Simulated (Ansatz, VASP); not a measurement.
# Cross-check of WSe2 between VASP and Ansatz

One calculation is typed for both programs; each brings its own data sets. How far apart do they land? The cell is taken from a series of runs on this material, whose earlier steps may have relaxed, scaled, displaced or heated it; both programs get it as it stands.

Main program and level: Ansatz 0.2.0; plane waves, with VASP 6.6.1 beside it; zone-centre phonons at PBEsol.

## 1. The structure

Symmetry: P6_3/mmc, No. 194, hexagonal system. Conventional cell: a = 3.271 Å, b = 3.271 Å, c = 13.225 Å, α = 90.00°, β = 90.00°, γ = 120.00°. Nearest to W lie 6 Se at 2.52 Å. Nearest to Se lie 3 W at 2.52 Å. Farther neighbours and most contacts between anions are not listed.

## 2. Ansatz: zone-centre phonons, PBEsol

Ansatz runs on its PAW soft_1 files.

Second derivatives magnify differences that forces hide, and they need a tight electronic threshold.

input.yaml reads:

```yaml
crystal:
  lattice:
    - [3.2710351942, 0.0, 0.0]
    - [-1.6355175971, 2.8327995749, 0.0]
    - [0.0, 0.0, 13.2250078178]
  atoms:
    - { symbol: W, position: [0.3333333333, 0.6666666667, 0.25] }
    - { symbol: W, position: [0.6666666667, 0.3333333333, 0.75] }
    - { symbol: Se, position: [0.3333333333, 0.6666666667, 0.6234061308] }
    - { symbol: Se, position: [0.6666666667, 0.3333333333, 0.1234061308] }
    - { symbol: Se, position: [0.3333333333, 0.6666666667, 0.8765938692] }
    - { symbol: Se, position: [0.6666666667, 0.3333333333, 0.3765938692] }
kpoints:
  mp_grid: { grid: [9, 9, 2] }
hamiltonian:
  xc: pbesol
  pseudopotentials: { kind: paw, azcp: { folder: soft_1 }, xc_functional: pbe }
scf:
  occupations: { method: fixed }
output:
  eigenvalues: true
phonons:
  method: dfpt
basis:
  ecutwfc: 340
```

Run with:

```bash
$ ansatz run input.yaml --threads 4 --pin off --max-ram 8192MiB --backend cpu --events-out ev --progress --plain --runs-dir out
```

Numbers of over 12 decimals in the logs are rounded to 6 here.

The log of the run:

```text
Warning: basis.ecutwfc = 340 eV is below the records' recommended 420 eV, and the density's cutoff is lower with it unless basis.ecutrho_ratio is high enough to keep the records' density cutoff: compare with a run at a higher cutoff
Engine: ansatz 0.2.0, x86_64-unknown-linux-gnu
Pseudopotentials: kind: paw
Pseudopotential: W, paw, valence charge 14, recommended cutoff 420 eV (normal), soft_1/W.paw.azcp
Pseudopotential: Se, paw, valence charge 16, recommended cutoff 420 eV (normal), soft_1/Se.paw.azcp
Functional definition: PBEsol
  exchange = pbesol_x
  correlation = pbesol_c
Crystal: 6 atoms, lattice volume = 122.545 Å³
Basis set: ecut = 340 eV, 1719 PW (Γ), exchange–correlation on 40×40×160 points (8 copies of the dense FFT grid, shifted against one another)
Bands: 56, of which v1, the nominal top of the filled ones, is band 46 counted from 1 (45 counted from 0)
Symmetry: 24 space group operations
k-points: 50 of 162 (irreducible under 2 space group operations, time reversal used)
Non-local potential: W, projectors of the file, l = 0: 3, l = 1: 2, l = 2: 2, l = 3: 1
Non-local potential: Se, projectors of the file, l = 0: 2, l = 1: 2, l = 2: 3, l = 3: 1
PAW form: soft (Blöchl's): semilocal exchange-correlation on the pseudo side does not see the compensation charge
PAW frozen core: W, regenerated for the run's functional, and the local potential with it (the file was generated under x = pbe(κ = 0.804, μ = 0.219515), c = pbe(β = 0.066725))
PAW frozen core: Se, regenerated for the run's functional, and the local potential with it (the file was generated under x = pbe(κ = 0.804, μ = 0.219515), c = pbe(β = 0.066725))
PAW one-centre angular grid: W, 590 points (default); XC on 64 Gauss nodes
PAW one-centre angular grid: Se, 590 points (default); XC on 64 Gauss nodes
Initial density: superposition of atomic densities (chi_scale 0.1, normalization cell, long waves kept (reshape's long-wave potential 0.04 eV rms))
Initial wavefunctions: pseudopotential atomic-orbital guess
Functional: x = pbesol(κ = 0.804, μ = 0.123457), c = pbesol(β = 0.046)
SCF iter   1: F=—  HF=-42216.782657 eV  |F-HF|=—  |Δ(HF+E_count)|=         —  Δρ=3.70e-2  dr2=6.24e0  ethr=3.10e-3  ⟨swp⟩=4.8  Hψ=8802  notcnv=0  defer=310
preconditioner: auto → Resta (q_TF=auto, 2.601 Å⁻¹)  ε∞=6.0  [insulator: Δε(μ)=0.983 eV  Ē_g=9.024 eV  n_scr=40 (ndim 8)  ℏωp=20.1 eV  f_vac=0.033  ε∞_Penn≈6.0]
SCF iter   2: F=—  HF=-42215.839751 eV  |F-HF|=—  |Δ(HF+E_count)|=   9.43e-1  Δρ=2.26e-2  dr2=8.35e-1  ethr=3.10e-3  ⟨swp⟩=2.0  Hψ=3780  notcnv=0  defer=234
SCF iter   3: F=—  HF=-42215.627459 eV  |F-HF|=—  |Δ(HF+E_count)|=   2.12e-1  Δρ=8.83e-3  dr2=2.56e-1  ethr=9.07e-4  ⟨swp⟩=2.0  Hψ=3531  notcnv=0  defer=358
SCF iter   4: F=—  HF=-42215.574685 eV  |F-HF|=—  |Δ(HF+E_count)|=   5.28e-2  Δρ=2.25e-3  dr2=8.44e-3  ethr=2.79e-4  ⟨swp⟩=2.0  Hψ=3493  notcnv=0  defer=374
SCF iter   5: F=—  HF=-42215.575166 eV  |F-HF|=—  |Δ(HF+E_count)|=   4.81e-4  Δρ=8.47e-4  dr2=1.56e-3  ethr=9.18e-6  ⟨swp⟩=2.0  Hψ=5093  notcnv=0  defer=398
SCF iter   6: F=—  HF=-42215.575450 eV  |F-HF|=—  |Δ(HF+E_count)|=   2.84e-4  Δρ=3.60e-4  dr2=1.80e-4  ethr=1.70e-6  ⟨swp⟩=2.0  Hψ=4951  notcnv=0  defer=394
SCF iter   7: F=—  HF=-42215.575619 eV  |F-HF|=—  |Δ(HF+E_count)|=   1.69e-4  Δρ=7.87e-5  dr2=7.06e-6  ethr=1.96e-7  ⟨swp⟩=2.0  Hψ=3602  notcnv=0  defer=192
SCF iter   8: F=—  HF=-42215.575629 eV  |F-HF|=—  |Δ(HF+E_count)|=   1.01e-5  Δρ=2.55e-5  dr2=7.80e-7  ethr=7.68e-9  ⟨swp⟩=2.0  Hψ=4930  notcnv=0  defer=126
SCF iter   9: F=—  HF=-42215.575631 eV  |F-HF|=—  |Δ(HF+E_count)|=   1.54e-6  Δρ=6.80e-6  dr2=3.58e-8  ethr=8.48e-10  ⟨swp⟩=2.0  Hψ=3570  notcnv=0  defer=126
SCF iter  10: F=—  HF=-42215.575631 eV  |F-HF|=—  |Δ(HF+E_count)|=   2.51e-8  Δρ=9.44e-7  dr2=9.74e-10  ethr=3.89e-11  ⟨swp⟩=2.0  Hψ=4108  notcnv=0  defer=126
SCF iter  11: F=-42215.575631 eV  HF=-42215.575631 eV  |F-HF|=2.91e-11  |Δ(HF+E_count)|=   1.64e-9  Δρ=3.00e-7  dr2=8.64e-11  ethr=1.00e-12  ⟨swp⟩=14.2  Hψ=17710  notcnv=0
SCF 1 converged in 11 iterations: F = -42215.575631 eV  dr2 = 8.64e-11
  greatest PAW one-centre occupation: 1.000 electrons in one spin orbital (limit 2), on the Se atom at site 4 (counted from 0), in its partial waves of l = 2
DFPT response loops at Γ: preconditioner auto → Resta (q_TF=auto, 2.601 Å⁻¹)  ε∞=7.3 (no band partly filled); β = 1.00, the filter's whole step (`scf.mixing.beta` (0.50) is not read by the response loops at its default; to damp them type it under 1.00, their step now; it binds the ground state too); Broyden in place of MSR1
SCF converged after 11 iterations
Free energy (F): -42215.575631 eV
Harris-Foulkes:  -42215.575631 eV  (|F-HF|=2.91e-11)
Internal energy: -42215.575631 eV  (E = F + TS)
E sigma→0 (E₀):  -42215.575631 eV
Fermi energy:    12.194688 eV
--- Per-component energies (eV) ---
  E_band       = -1746.223627
  E_kinetic    = 1290.678000
  E_local      = -12540.822323  (includes V_loc(G=0)·N_el)
  E_nonlocal   = -1455.009865
  E_hartree    = 6435.750342
  E_xc         = -872.108949
  E_vxc        = -826.326000  (∫ρ·V_xc dr)
  E_paw        = -25247.936088  (= ΣΔE_a)
  E_vpaw       = -1086.254477  (= ΣTr[D̂ρ^β])
  E_aug_tail   = 0.010074  (compensation charges beyond the density's cutoff)
  E_ewald      = -9830.614345
  E_core_change = 4.477523  (= ΣΔE_core)
  E_smearing   = -0.000000  (= −TS)
  E_closure    = 0.000000  (closes the sum)
  Σ components = -42215.575631   (vs F -42215.575631, Δ=0.00e0)
--- Band table (eV; the first three rows and the last of 50) ---
  k-point 0: bands = [... 42 lower, 10.8167, 11.0063, 11.1111, 12.1947, 14.9982, 14.9982, 15.0380, 15.0380, ... 6 higher]
  k-point 1: bands = [... 42 lower, 10.7964, 10.7964, 11.9545, 11.9545, 15.0062, 15.0062, 15.0062, 15.0062, ... 6 higher]
  k-point 2: bands = [... 42 lower, 10.6761, 11.1530, 11.3247, 11.9283, 14.4286, 14.6460, 14.7688, 14.7746, ... 6 higher]
  k-point 49: bands = [... 42 lower, 10.2309, 10.2309, 11.3173, 11.3173, 13.7984, 13.7984, 14.7586, 14.7586, ... 6 higher]
--- Phonons (Γ-DFPT): 4 representative perturbations + reference, on 50 of 162 k-points (Σ response iterations 22) ---
  k mesh reduced under 2 symmetry operations, with k and −k counted as one. Each operation leaves every solved perturbation unchanged. A smaller set is not used because it would not reduce the number of displacements times k-points to solve
  ASR residual: 7.092e-5 → 0.000e0 eV/Å²; symmetrization residual: 4.108e-5 eV/Å²
  ASR residual per site (eV/Å²): 5.60e-5 5.60e-5 7.09e-5 7.09e-5 7.09e-5 7.09e-5
  Γ frequencies (cm⁻¹): 0.00 0.00 0.00 19.19 19.19 26.63 172.69 172.69 173.72 173.72 245.51 245.51 245.57 245.57 246.75 247.69 305.07 306.45
  non-analytic LO–TO correction: not included (Born effective charges unavailable; polar crystals: no LO–TO splitting at Γ)
```

In the SCF lines HF is the Harris–Foulkes energy and dr2 the Hartree energy of the density residual, in eV; the loop may stop once dr2 is under the threshold and the program's other checks hold. Hψ counts applications of the Hamiltonian.

## 3. VASP: zone-centre phonons, PBEsol

The same cell, functional and mesh now go to VASP, with its own data sets.

Lines of VASP's logs that name or quote its potential files are left out, and so is its time.

INCAR reads:

```
SYSTEM = WSe2
PREC = Accurate
ENCUT = 600
EDIFF = 1E-08
NELM = 120
ISMEAR = 0
SIGMA = 0.01
LREAL = .FALSE.
ALGO = Normal
GGA = PS
NBANDS = 24
LASPH = .TRUE.
LORBIT = 11
LWAVE = .FALSE.
LCHARG = .FALSE.
ISIF = 2
IBRION = 8
GGA_COMPAT = .FALSE.
EFERMI = MIDGAP
KPAR = 2
```

POSCAR reads:

```
WSe2
1.0
    3.2710351942      0.0000000000      0.0000000000
   -1.6355175971      2.8327995749      0.0000000000
    0.0000000000      0.0000000000     13.2250078178
W Se
2 4
Direct
    0.3333333333      0.6666666667      0.2500000000
    0.6666666667      0.3333333333      0.7500000000
    0.3333333333      0.6666666667      0.6234061308
    0.6666666667      0.3333333333      0.1234061308
    0.3333333333      0.6666666667      0.8765938692
    0.6666666667      0.3333333333      0.3765938692
```

KPOINTS reads:

```
Automatic mesh
0
Gamma
9 9 2
0 0 0
```

Potentials, in the order of the species: W and Se (PBE family, release 64).

Run with:

```bash
$ mpirun -np 2 vasp_std
```

The log of the run:

```text
[banner, memory and clock lines left out]
running    2 mpi-ranks, on    1 nodes
 distrk:  each k-point on    1 cores,    2 groups
 distr:  one band on    1 cores,    1 groups

 POSCAR found type information on POSCAR W Se
 POSCAR found :  2 types and       6 ions
|                                                                             |
|               ----> ADVICE to this user running VASP <----                  |
|                                                                             |
|     You enforced a specific xc type in the INCAR file but a different       |
|     [... a line on the potential file left out ...]
|     I HOPE YOU KNOW WHAT YOU ARE DOING!                                     |
|                                                                             |

 LDA part: xc-table for (Slater+PW92), standard interpolation
 POSCAR, INCAR and KPOINTS ok, starting setup
 FFT: planning ... GRIDC
 FFT: planning ... GRID_SOFT
 FFT: planning ... GRID
 WAVECAR not read
 entering main loop
       N       E                     dE             d eps       ncg     rms          rms(c)
DAV:   1     0.204988556068E+03    0.20499E+03   -0.16996E+04  1152   0.147E+03
DAV:   2    -0.312029179277E+02   -0.23619E+03   -0.22774E+03  1560   0.288E+02
DAV:   3    -0.483898301055E+02   -0.17187E+02   -0.17035E+02  1576   0.726E+01
DAV:   4    -0.487057455301E+02   -0.31592E+00   -0.31484E+00  1552   0.107E+01
DAV:   5    -0.487123037118E+02   -0.65582E-02   -0.65524E-02  1568   0.130E+00    0.325E+01
DAV:   6    -0.471326236775E+02    0.15797E+01   -0.72462E+00  1728   0.130E+01    0.130E+01
DAV:   7    -0.468648964112E+02    0.26773E+00   -0.39804E+00  1568   0.101E+01    0.775E+00
DAV:   8    -0.466836865439E+02    0.18121E+00   -0.59906E-01  1576   0.469E+00    0.643E-01
DAV:   9    -0.466824052415E+02    0.12813E-02   -0.58534E-02  1584   0.128E+00    0.420E-01
DAV:  10    -0.466816316552E+02    0.77359E-03   -0.56845E-03  1528   0.432E-01    0.225E-01
DAV:  11    -0.466816087623E+02    0.22893E-04   -0.84683E-04  1464   0.151E-01    0.147E-01
DAV:  12    -0.466816012556E+02    0.75068E-05   -0.26313E-04  1624   0.941E-02    0.388E-02
DAV:  13    -0.466816040514E+02   -0.27959E-05   -0.19155E-05  1536   0.245E-02    0.839E-03
DAV:  14    -0.466816041381E+02   -0.86671E-07   -0.15996E-06  1632   0.696E-03    0.461E-03
DAV:  15    -0.466816041895E+02   -0.51379E-07   -0.15681E-07  1496   0.222E-03    0.248E-03
DAV:  16    -0.466816040987E+02    0.90757E-07   -0.54807E-08  1448   0.115E-03    0.136E-03
DAV:  17    -0.466816041050E+02   -0.62819E-08   -0.10720E-08   912   0.616E-04
   1 F= -.46681604E+02 E0= -.46681604E+02  d E =0.000000E+00
 Linear response reoptimize wavefunctions to high precision
DAV:   1    -0.466816040856E+02    0.19393E-07   -0.32019E-09  1104   0.430E-04
DAV:   2    -0.466816040857E+02   -0.79126E-10   -0.49131E-10   808   0.121E-04
 Linear response DOF=           4
 Linear response progress:
  Degree of freedom:   1/  4
       N       E                     dE             d eps       ncg     rms          rms(c)
RMM:   1    -0.115432234830E+00   -0.11543E+00   -0.98956E-02  6357   0.143E+00
RMM:   2    -0.111450699071E+00    0.39815E-02   -0.37585E-03  6299   0.278E-01    0.153E-01
RMM:   3    -0.110942509907E+00    0.50819E-03   -0.42764E-04  6575   0.793E-02    0.910E-02
RMM:   4    -0.110754048579E+00    0.18846E-03   -0.34065E-04  6422   0.870E-02    0.125E-02
RMM:   5    -0.110794613222E+00   -0.40565E-04   -0.12107E-05  7126   0.118E-02    0.371E-03
RMM:   6    -0.110807371552E+00   -0.12758E-04   -0.13008E-06  6999   0.331E-03    0.542E-04
RMM:   7    -0.110805151153E+00    0.22204E-05   -0.22337E-07  7312   0.823E-04    0.130E-04
RMM:   8    -0.110804437963E+00    0.71319E-06    0.26205E-07  7620   0.274E-04    0.491E-05
RMM:   9    -0.110804329215E+00    0.10875E-06   -0.38459E-07  7629   0.123E-04    0.248E-05
RMM:  10    -0.110804311752E+00    0.17463E-07   -0.16507E-07  7514   0.970E-05    0.480E-06
RMM:  11    -0.110804343939E+00   -0.32187E-07   -0.46228E-08  7762   0.757E-05    0.193E-06
RMM:  12    -0.110804351908E+00   -0.79694E-08   -0.26271E-08  7160   0.708E-05    0.702E-07
 first order change of Fermi-energy  -0.12892E-03
 force on displaced ion       1 direction 1 : -18.980  -0.000   0.000
 Linear response progress:
  Degree of freedom:   2/  4
       N       E                     dE             d eps       ncg     rms          rms(c)
RMM:   1    -0.160340729388E+00   -0.16034E+00   -0.14895E-01  2309   0.159E+00
RMM:   2    -0.145623094148E+00    0.14718E-01   -0.70490E-03  1853   0.406E-01    0.154E-01
RMM:   3    -0.145066831031E+00    0.55626E-03   -0.62936E-04  1942   0.957E-02    0.889E-02
RMM:   4    -0.144969365981E+00    0.97465E-04   -0.33194E-04  1861   0.837E-02    0.266E-02
RMM:   5    -0.145066587754E+00   -0.97222E-04   -0.10823E-05  2038   0.197E-02    0.897E-03
RMM:   6    -0.145112924446E+00   -0.46337E-04   -0.33497E-06  2007   0.710E-03    0.160E-03
RMM:   7    -0.145113434514E+00   -0.51007E-06   -0.92952E-07  2136   0.193E-03    0.765E-04
RMM:   8    -0.145116498160E+00   -0.30636E-05   -0.26824E-07  2109   0.978E-04    0.460E-04
RMM:   9    -0.145115507347E+00    0.99081E-06    0.59204E-07  2144   0.513E-04    0.486E-05
RMM:  10    -0.145115601647E+00   -0.94300E-07    0.17171E-06  2222   0.156E-04    0.220E-05
RMM:  11    -0.145115655429E+00   -0.53782E-07    0.73836E-08  2247   0.101E-04    0.156E-05
RMM:  12    -0.145115608517E+00    0.46912E-07    0.67626E-08  2282   0.929E-05    0.743E-06
RMM:  13    -0.145115624170E+00   -0.15653E-07   -0.94780E-09  2257   0.804E-05    0.163E-06
RMM:  14    -0.145115627753E+00   -0.35833E-08    0.16181E-08  2189   0.760E-05    0.644E-07
 first order change of Fermi-energy   0.10363E-05
 force on displaced ion       1 direction 3 :  -0.000   0.000 -29.380
 Linear response progress:
  Degree of freedom:   3/  4
       N       E                     dE             d eps       ncg     rms          rms(c)
RMM:   1    -0.710897650734E-01   -0.71090E-01    0.44880E-02  8971   0.126E+00
RMM:   2    -0.701899061440E-01    0.89986E-03   -0.23318E-03  6501   0.244E-01    0.942E-02
RMM:   3    -0.703150356451E-01   -0.12513E-03   -0.19029E-04  7235   0.435E-02    0.579E-02
RMM:   4    -0.704829627154E-01   -0.16793E-03   -0.41069E-05  6910   0.299E-02    0.639E-03
RMM:   5    -0.704582650648E-01    0.24698E-04   -0.25891E-06  7387   0.572E-03    0.436E-03
RMM:   6    -0.704341834388E-01    0.24082E-04   -0.50788E-07  6982   0.296E-03    0.556E-04
RMM:   7    -0.704337301222E-01    0.45332E-06   -0.78890E-07  7741   0.719E-04    0.132E-04
RMM:   8    -0.704343680129E-01   -0.63789E-06    0.15160E-07  7532   0.258E-04    0.425E-05
RMM:   9    -0.704342065126E-01    0.16150E-06   -0.18292E-08  7983   0.139E-04    0.148E-05
RMM:  10    -0.704341594502E-01    0.47062E-07   -0.88559E-08  7771   0.103E-04    0.817E-06
RMM:  11    -0.704341276262E-01    0.31824E-07    0.26513E-08  7712   0.956E-05    0.127E-06
RMM:  12    -0.704341348942E-01   -0.72680E-08    0.67675E-08  7414   0.890E-05    0.735E-07
 first order change of Fermi-energy   0.15524E-04
 force on displaced ion       3 direction 1 :  -9.144  -0.000  -0.001
 Linear response progress:
  Degree of freedom:   4/  4
       N       E                     dE             d eps       ncg     rms          rms(c)
RMM:   1    -0.125973264552E+00   -0.12597E+00    0.67888E-02  2650   0.136E+00
RMM:   2    -0.122224868809E+00    0.37484E-02   -0.41072E-03  1935   0.317E-01    0.264E-01
RMM:   3    -0.122120719535E+00    0.10415E-03   -0.67293E-04  1979   0.991E-02    0.209E-01
RMM:   4    -0.122132130219E+00   -0.11411E-04   -0.23097E-04  1990   0.528E-02    0.469E-02
RMM:   5    -0.122162351656E+00   -0.30221E-04   -0.48911E-05  1946   0.329E-02    0.873E-03
RMM:   6    -0.122163685885E+00   -0.13342E-05    0.54827E-07  2109   0.988E-03    0.298E-03
RMM:   7    -0.122166146293E+00   -0.24604E-05    0.37260E-06  2100   0.343E-03    0.119E-03
RMM:   8    -0.122167978009E+00   -0.18317E-05    0.26642E-06  2184   0.119E-03    0.521E-04
RMM:   9    -0.122170049803E+00   -0.20718E-05    0.63387E-07  2123   0.587E-04    0.200E-04
RMM:  10    -0.122170465069E+00   -0.41527E-06   -0.61302E-07  2272   0.242E-04    0.764E-05
RMM:  11    -0.122170714077E+00   -0.24901E-06   -0.36077E-07  2218   0.158E-04    0.344E-05
RMM:  12    -0.122170831219E+00   -0.11714E-06   -0.50082E-07  2335   0.129E-04    0.145E-05
RMM:  13    -0.122170830063E+00    0.11566E-08   -0.21086E-07  2366   0.110E-04    0.406E-06
RMM:  14    -0.122170839516E+00   -0.94527E-08   -0.19150E-07  2283   0.105E-04    0.124E-06
RMM:  15    -0.122170840508E+00   -0.99219E-09   -0.21027E-07  2157   0.102E-04    0.401E-07
RMM:  16    -0.122170840696E+00   -0.18835E-09   -0.19138E-07  1760   0.102E-04    0.189E-07
RMM:  17    -0.122170840003E+00    0.69355E-09   -0.19144E-07  1538   0.101E-04    0.132E-07
RMM:  18    -0.122170840159E+00   -0.15658E-09   -0.19599E-07  1450   0.101E-04    0.557E-08
 first order change of Fermi-energy   0.66137E+00
 force on displaced ion       3 direction 3 :   0.000  -0.000 -16.453
 Linear response finished
```

[end of part 1 of 2]

[Lines on the potential files, build, host, timing and source positions are cut from VASP's logs without a mark.]

[Logs are printed without paths, hosts, clocks, repeated set-up lines and the standing remarks that a program may print on its own settings, such as how far it seeks lower states.]

[Hosts, paths, dates, database ids (printed as entryN), source tags and the programs' standing remarks are cut or masked in the printed files.]
